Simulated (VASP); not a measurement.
Runs of VASP 6.6.1 on BN. Symmetry: P6_3mc, No. 186, hexagonal system. Conventional cell: a = 2.536 Å, b = 2.536 Å, c = 4.199 Å, α = 90.00°, β = 90.00°, γ = 120.00°. B (site symmetry 3m) is surrounded by 4 N at 1.56 to 1.57 Å. N (site symmetry 3m) is surrounded by 4 B at 1.56 to 1.57 Å. Measurements of this composition are mostly on another form, of space group No. 194.

```tsv
task	cell	cutoff (eV)	gap on the mesh (eV)	pressure (GPa)
relaxation of cell and atoms	relaxed	600	(a)	-0.1
single point	P6_3mc, 5.17 Å³/atom	520	4.86	62.2
relaxation of shape and atoms at fixed volume	relaxed at fixed volume	600	4.86	61.9
single point	P6_3mc, 4.7 Å³/atom	520	4.55	128.4
single point	P6_3mc, 5.88 Å³/atom	520	5.18	0.3
single point	P6_3mc, 4.94 Å³/atom	520	4.72	92.1
```

Alike in all rows: level PBE+D3(BJ); potentials or basis VASP PAW PBE potentials, release 64 (B, N); no spin polarisation; k mesh 12 × 12 × 6; smearing gaussian 0.05 eV.

Problem. Fill in the values left out.

Solution. (a) 5.19.

Caveats: a pressure of tens of GPa on the cell as given is suspect, and the run, the potentials or the cell itself is likely at fault (some runs).

A k mesh can miss the band edges.
